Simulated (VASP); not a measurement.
Computed with PBE GGA with D4 dispersion, VASP's PBE PAW potentials (set 64) (plane waves; VASP 6.6.1).

VASP input:

POSCAR:
```
Li
1
   -1.7084807422     1.7084807422     1.7084807422
    1.7084807422    -1.7084807422     1.7084807422
    1.7084807422     1.7084807422    -1.7084807422
Li
1
Direct
  0.0000000000   0.0000000000   0.0000000000
```

File KPOINTS:
```
kpoints
0
gamma
 14 14 14
0 0 0
```

INCAR:
```
SYSTEM = Li
PREC = Accurate
ENCUT = 520
EDIFF = 1E-6
NELM = 100
ALGO = Normal
LREAL = .FALSE.
LASPH = .TRUE.
ISMEAR = 1
SIGMA = 0.1
GGA = PE
IVDW = 13
LWAVE = .FALSE.
LCHARG = .FALSE.
IBRION = 2
ISIF = 3
NSW = 60
EDIFFG = -0.01
```

POTCAR, in this order: Li_sv (PBE.64 set). Program: vasp_std.

Output

OSZICAR:
```
       N       E                     dE             d eps       ncg     rms          rms(c)
DAV:   1     0.734113086355E+00    0.73411E+00   -0.72090E+02  1055   0.427E+02
DAV:   2    -0.177046368151E+01   -0.25046E+01   -0.23923E+01  1440   0.594E+01
DAV:   3    -0.190215972827E+01   -0.13170E+00   -0.13164E+00  1335   0.947E+00
DAV:   4    -0.190403086257E+01   -0.18711E-02   -0.18704E-02  1335   0.118E+00
DAV:   5    -0.190404237198E+01   -0.11509E-04   -0.11509E-04  1350   0.972E-02    0.201E-01
DAV:   6    -0.190298233107E+01    0.10600E-02   -0.30649E-04  1665   0.103E-01    0.116E-01
DAV:   7    -0.190252093489E+01    0.46140E-03   -0.74408E-04  1710   0.169E-01    0.287E-02
DAV:   8    -0.190251953450E+01    0.14004E-05   -0.15809E-05  1085   0.395E-02    0.125E-03
DAV:   9    -0.190251649128E+01    0.30432E-05   -0.55033E-07   845   0.107E-02    0.351E-04
DAV:  10    -0.190251536232E+01    0.11290E-05   -0.83524E-08   545   0.432E-03    0.128E-04
DAV:  11    -0.190251533174E+01    0.30579E-07   -0.20595E-08   550   0.218E-03
   1 F= -.19222804E+01 E0= -.19219819E+01  d E =-.192228E+01
```

OUTCAR:
```
------------------------ aborting loop because EDIFF is reached ----------------------------------------
  Edisp (eV):   -0.01977
  FORCE on cell =-STRESS in cart. coord.  units (eV):
  Direction    XX          YY          ZZ          XY          YZ          ZX
  --------------------------------------------------------------------------------------
  Total       0.00143     0.00143     0.00143     0.00000     0.00000     0.00000
  in kB       0.11516     0.11516     0.11516     0.00000     0.00000     0.00000
  external pressure =        0.12 kB  Pullay stress =        0.00 kB
  volume of cell :       19.95
      direct lattice vectors                 reciprocal lattice vectors
    -1.708480742  1.708480742  1.708480742     0.000000000  0.292657674  0.292657674
     1.708480742 -1.708480742  1.708480742     0.292657674  0.000000000  0.292657674
     1.708480742  1.708480742 -1.708480742     0.292657674  0.292657674  0.000000000
 POSITION                                       TOTAL-FORCE (eV/Angst)
 -----------------------------------------------------------------------------------
      0.00000      0.00000      0.00000        -0.000000     -0.000000     -0.000000
 -----------------------------------------------------------------------------------
    total drift:                               -0.000000     -0.000000      0.000000
  FREE ENERGIE OF THE ION-ELECTRON SYSTEM (eV)
  ---------------------------------------------------
  free  energy   TOTEN  =        -1.9222804446 eV

  energy  without entropy=       -1.9213847626  energy(sigma->0) =       -1.92198188

 reached required accuracy - stopping structural energy minimisation
```
(Selected blocks of OUTCAR.)

File OUTCAR:
```
 val. band max:        0.6535958358   @ k =   0.2857   0.2143   0.0000

 cond. band min:       0.6852229756   @ k =  -0.3571   0.4286   0.1429


 Fermi energy:         0.6622800116

 k-point     1 :       0.0000    0.0000    0.0000
  band No.  band energies     occupation
      1     -45.8309      2.00000
      2      -2.9111      2.00000
      3      15.4438      0.00000
      4      15.4438      0.00000
      5      15.4439      0.00000

 k-point     2 :       0.0714    0.0000    0.0000
  band No.  band energies     occupation
      1     -45.8298      2.00000
      2      -2.8138      2.00000
      3      14.7763      0.00000
      4      14.9591      0.00000
      5      15.2719      0.00000

 k-point     3 :       0.1429    0.0000    0.0000
  band No.  band energies     occupation
      1     -45.8270      2.00000
      2      -2.5224      2.00000
      3      12.9095      0.00000
      4      13.9941      0.00000
      5      14.7964      0.00000

 k-point     4 :       0.2143    0.0000    0.0000
  band No.  band energies     occupation
      1     -45.8228      2.00000
      2      -2.0365      2.00000
      3      10.6058      0.00000
      4      13.0294      0.00000
      5      14.1629      0.00000

 k-point     5 :       0.2857    0.0000    0.0000
  band No.  band energies     occupation
      1     -45.8182      2.00000
      2      -1.3611      2.00000
      3       8.3648      0.00000
      4      12.2244      0.00000
      5      13.5444      0.00000

 k-point     6 :       0.3571    0.0000    0.0000
  band No.  band energies     occupation
      1     -45.8140      2.00000
      2      -0.5182      2.00000
      3       6.3596      0.00000
      4      11.6314      0.00000
      5      13.0521      0.00000

 k-point     7 :       0.4286    0.0000    0.0000
  band No.  band energies     occupation
      1     -45.8111      2.00000
      2       0.3927      2.00093
      3       4.7390      0.00000
...
```

The compound is Li in the bcc structure. It was relaxed first, which changed the volume by -6 %. The start is the result of an earlier pass.
